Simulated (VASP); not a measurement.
Here is the system:

```
CdF2
1.0
    0.00000     2.69981     2.69981
    2.69981     0.00000     2.69981
    2.69981     2.69981     0.00000
Cd F
1 2
Cartesian
  0.00000   0.00000   0.00000
  1.34991   1.34991   1.34991
  4.04972   4.04972   4.04972
```

These are PBEsol GGA, VASP's PBE PAW potentials (set 64) (plane waves; VASP) values and carry that method's errors. Settings: PREC = Normal, EDIFF = 1E-5, 450 eV cut-off, 9×9×9 Γ-centred mesh, Gaussian smearing of 0.050 eV, potentials Cd F.

At this cut-off the stress carries a Pulay error, which pulls relaxed volumes low.

Question: What does the run give for the energy per atom (σ→0), pressure?

Answer: 
```json
{
 "energy per atom (σ→0)": "-3867 meV/atom",
 "pressure": "-2.62 GPa"
}
```

Only differences to runs with the same potentials and settings are physical.

The compound is CdF2 in the fluorite structure. It was relaxed first.
